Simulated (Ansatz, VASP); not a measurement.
**Cross-check of KAg between VASP and Ansatz**

One calculation is typed for both programs; each brings its own data sets. How far apart do they land? The cell is generated by rule, not measured, and may not be a known phase. The cell is taken from a series of runs on this material, whose earlier steps may have relaxed, scaled, displaced or heated it; both programs get it as it stands.

Program: Ansatz 0.2.0. Level of theory: plane waves, with VASP 6.6.1 beside it; zone-centre phonons at PBEsol. Results are calculated unless marked as measured.

The structure was built from a prototype and need not be the compound's stable phase.

### Step 1. The starting structure

The structure is orthorhombic, space group Pmma (No. 51). The conventional cell has a = 4.875 Å, b = 4.314 Å, c = 6.541 Å, α = 90.00°, β = 90.00°, γ = 90.00°. K has 6 Ag at 3.31 to 3.45 Å nearest. Nearest to Ag lie 2 Ag at 2.79 Å and 6 K at 3.31 to 3.45 Å. Farther neighbours are not listed.

### Step 2. Ansatz: zone-centre phonons, PBEsol

Ansatz runs on its default PAW (the set named soft_2) files.

Second derivatives magnify differences that forces hide, and they need a tight electronic threshold.

Input file input.yaml:

```yaml
crystal:
  lattice:
    - [4.8747752076, 0.0, 0.0]
    - [0.0, 4.3136594518, 0.0]
    - [0.0, 0.0, 6.5406128029]
  atoms:
    - { symbol: K, position: [0.25, 0.5, 0.7803643342] }
    - { symbol: K, position: [0.75, 0.5, 0.2196356658] }
    - { symbol: Ag, position: [0.25, 0.0, 0.3964378571] }
    - { symbol: Ag, position: [0.75, 0.0, 0.6035621429] }
kpoints:
  mp_grid: { grid: [8, 8, 6] }
hamiltonian:
  xc: pbesol
scf:
  occupations: { method: methfessel_paxton, width: 0.15 }
output:
  eigenvalues: true
phonons:
  method: dfpt
```

Run with:

```
> ansatz run input.yaml --threads 4 --pin off --max-ram 7168MiB --backend cpu --events-out ev --progress --plain --runs-dir out
```

Numbers of over 12 decimals in the logs are rounded to 6 here.

What it wrote:

```text
zone centre: on kpoints.mp_grid the ground state, and the responses unless they are solved on pairs of k-points, stand on 100 of the mesh's 384 k-points, reduced under 4 symmetry operations, with k and −k counted as one. Each operation leaves every solved displacement unchanged or reverses it
Engine: ansatz 0.2.0, aarch64-unknown-linux-gnu
Pseudopotentials: kind: paw
Pseudopotential: K, paw, valence charge 9, recommended cutoff 420 eV (normal), K.paw.azcp
Pseudopotential: Ag, paw, valence charge 19, recommended cutoff 420 eV (normal), Ag.paw.azcp
Functional definition: PBEsol
  exchange = pbesol_x
  correlation = pbesol_c
Crystal: 4 atoms, lattice volume = 137.537 Å³
Basis set: ecut = 420 eV, 2691 PW (Γ), exchange–correlation on 72×60×90 points (8 copies of the dense FFT grid, shifted against one another)
Bands: 34, of which v1, the nominal top of the filled ones, is band 28 counted from 1 (27 counted from 0)
Symmetry: 8 space group operations
k-points: 100 of 384 (irreducible under 4 space group operations, time reversal used)
Non-local potential: K, projectors of the file, l = 0: 3, l = 1: 2, l = 2: 2
Non-local potential: Ag, projectors of the file, l = 0: 3, l = 1: 2, l = 2: 2, l = 3: 1
PAW form: soft (Blöchl's): semilocal exchange-correlation on the pseudo side does not see the compensation charge
PAW frozen core: K, regenerated for the run's functional, and the local potential with it (the file was generated under x = pbe(κ = 0.804, μ = 0.219515), c = pbe(β = 0.066725))
PAW frozen core: Ag, regenerated for the run's functional, and the local potential with it (the file was generated under x = pbe(κ = 0.804, μ = 0.219515), c = pbe(β = 0.066725))
PAW one-centre angular grid: K, 110 points (default); XC on 64 Gauss nodes
PAW one-centre angular grid: Ag, 590 points (default); XC on 64 Gauss nodes
Initial density: superposition of atomic densities (neutral atoms: chi_scale 0, normalization atom), corrected by the library's trained network
Initial wavefunctions: pseudopotential atomic-orbital guess
Functional: x = pbesol(κ = 0.804, μ = 0.123457), c = pbesol(β = 0.046)
SCF iter   1: F=—  HF=-18075.826346 eV  |F-HF|=—  |Δ(HF+E_count)|=         —  Δρ=3.63e-3  dr2=2.13e-2  ethr=1.77e-3  ⟨swp⟩=6.8  Hψ=13306  notcnv=0
preconditioner: auto → LDOS  [metal: Δε(μ)=0.014 eV  Ē_g=9.988 eV  σ=0.150 eV  W_gap=0.08  n_scr=32 (ndim 8)  ℏωp=19.0 eV  f_vac=0.143  D(μ)=1.13/eV (n_scr^D=2)  β→1.0]
SCF iter   2: F=—  HF=-18075.837165 eV  |F-HF|=—  |Δ(HF+E_count)|=   1.08e-2  S|Δr|=    0.00e0  Δρ=6.28e-3  dr2=5.38e-2  ethr=3.81e-5  ⟨swp⟩=2.0  Hψ=7008  notcnv=0  defer=1
SCF iter   3: F=—  HF=-18075.822898 eV  |F-HF|=—  |Δ(HF+E_count)|=   1.43e-2  S|Δr|=    0.00e0  Δρ=8.44e-4  dr2=8.62e-4  ethr=3.81e-5  ⟨swp⟩=2.0  Hψ=6070  notcnv=0  defer=1
SCF iter   4: F=—  HF=-18075.822692 eV  |F-HF|=—  |Δ(HF+E_count)|=   2.05e-4  S|Δr|=    0.00e0  Δρ=1.39e-4  dr2=4.76e-5  ethr=1.54e-6  ⟨swp⟩=3.0  Hψ=7528  notcnv=0  defer=1
SCF iter   5: F=—  HF=-18075.822686 eV  |F-HF|=—  |Δ(HF+E_count)|=   6.41e-6  S|Δr|=    0.00e0  Δρ=4.06e-5  dr2=2.90e-6  ethr=8.51e-8  ⟨swp⟩=2.0  Hψ=4470  notcnv=0  defer=1
SCF iter   6: F=—  HF=-18075.822680 eV  |F-HF|=—  |Δ(HF+E_count)|=   5.68e-6  S|Δr|=    0.00e0  Δρ=1.12e-5  dr2=2.49e-7  ethr=5.17e-9  ⟨swp⟩=2.0  Hψ=5070  notcnv=0  defer=1
SCF iter   7: F=—  HF=-18075.822680 eV  |F-HF|=—  |Δ(HF+E_count)|=   1.17e-7  S|Δr|=    0.00e0  Δρ=4.34e-6  dr2=3.60e-8  ethr=4.45e-10  ⟨swp⟩=2.0  Hψ=5080  notcnv=0  defer=1
SCF iter   8: F=—  HF=-18075.822680 eV  |F-HF|=—  |Δ(HF+E_count)|=   1.50e-9  S|Δr|=    0.00e0  Δρ=1.03e-6  dr2=2.54e-9  ethr=6.44e-11  ⟨swp⟩=2.0  Hψ=5070  notcnv=0  defer=1
SCF iter   9: F=—  HF=-18075.822680 eV  |F-HF|=—  |Δ(HF+E_count)|=  5.13e-10  S|Δr|=    0.00e0  Δρ=2.41e-7  dr2=9.33e-11  ethr=4.54e-12  ⟨swp⟩=2.1  Hψ=5093  notcnv=0  defer=1
SCF iter  10: F=-18075.822680 eV  HF=-18075.822680 eV  |F-HF|=3.64e-12  |Δ(HF+E_count)|=  7.28e-12  S|Δr|=    0.00e0  Δρ=3.63e-8  dr2=1.31e-12  ethr=1.00e-12  ⟨swp⟩=9.8  Hψ=16987  notcnv=0
SCF 1 converged in 10 iterations: F = -18075.822680 eV  dr2 = 1.31e-12
  greatest PAW one-centre occupation: 1.001 electrons in one spin orbital (limit 2), on the Ag atom at site 3 (counted from 0), in its partial waves of l = 0
DFPT response loops at Γ: preconditioner auto → Kerker (q_TF=auto, 2.349 Å⁻¹) (partly filled bands, converged f_vac=0.142); β = 1.00, the filter's whole step (`scf.mixing.beta` (0.50) is not read by the response loops under this deck's `scf.mixing.preconditioner`; to damp them name `kerker` or `kerker_dos`, under which they read `scf.mixing.beta`, and type it under 1.00, their step now; both keys bind the ground state too); Broyden in place of MSR1
SCF converged after 10 iterations
Stability not checked: this state was not tested for a lower state beside it, because cold or Methfessel-Paxton smearing, or corrected tetrahedra, fill the levels in a way that the test cannot read (fill_not_monotonic; see scf.lower_state_search)
Free energy (F): -18075.822680 eV
Harris-Foulkes:  -18075.822680 eV  (|F-HF|=3.64e-12)
Internal energy: -18075.822968 eV  (E = F + TS)
E sigma→0 (E₀):  -18075.822752 eV
Entropy (-TS):   0.000287 eV (0.072 meV/atom)
Fermi energy:    6.172119 eV
--- Per-component energies (eV) ---
  E_band       = -1070.208616
  E_kinetic    = 1563.956349
  E_local      = -9257.534201  (includes V_loc(G=0)·N_el)
  E_nonlocal   = 192.944241
  E_hartree    = 4054.412725
  E_xc         = -631.789895
  E_vxc        = -792.611191  (∫ρ·V_xc dr)
  E_paw        = -9194.832201  (= ΣΔE_a)
  E_vpaw       = -885.789860  (= ΣTr[D̂ρ^β])
  E_aug_tail   = 0.000570  (compensation charges beyond the density's cutoff)
  E_ewald      = -4803.841804
  E_core_change = 0.861248  (= ΣΔE_core)
  E_smearing   = 0.000287  (= −TS)
  E_closure    = -0.000000  (closes the sum)
  Σ components = -18075.822680   (vs F -18075.822680, Δ=0.00e0)
--- Band table (eV; the first three rows and the last of 100) ---
  k-point 0: bands = [... 24 lower, 2.4673, 2.5178, 2.6180, 5.8061, 7.0991, 8.5246, 9.5882, 9.8508, ... 2 higher]
  k-point 1: bands = [... 24 lower, 2.4646, 2.5691, 2.6176, 5.3491, 7.5635, 8.5395, 9.7055, 9.9189, ... 2 higher]
  k-point 2: bands = [... 24 lower, 2.4591, 2.6169, 2.7170, 4.7043, 8.2748, 8.5697, 9.7530, 9.9185, ... 2 higher]
  k-point 99: bands = [... 24 lower, 2.8142, 2.8142, 5.0372, 5.0372, 7.6414, 7.6414, 7.6667, 7.6667, ... 2 higher]
--- Phonons (Γ-DFPT): 6 representative perturbations + reference, on 100 of 384 k-points (Σ response iterations 19) ---
  k mesh reduced under 4 symmetry operations, with k and −k counted as one. Each operation leaves every solved displacement unchanged or reverses it
  ASR residual: 3.887e-5 → 0.000e0 eV/Å²; symmetrization residual: 1.015e-5 eV/Å²
  ASR residual per site (eV/Å²): 3.89e-5 3.89e-5 2.56e-5 2.56e-5
  Γ frequencies (cm⁻¹): 0.00 0.00 0.00 59.97 76.48 85.45 90.57 91.09 95.79 108.53 121.64 135.12
  non-analytic LO–TO correction: not included (Born effective charges unavailable; polar crystals: no LO–TO splitting at Γ)
```

(Continued in part 2 of 3.)

[Lines on the potential files, build, host, timing and source positions are cut from VASP's logs without a mark.]

[Logs are printed without paths, hosts, clocks, repeated set-up lines and the standing remarks that a program may print on its own settings, such as how far it seeks lower states.]

[Hosts, paths, dates, database ids (printed as entryN), source tags and the programs' standing remarks are cut or masked in the printed files.]
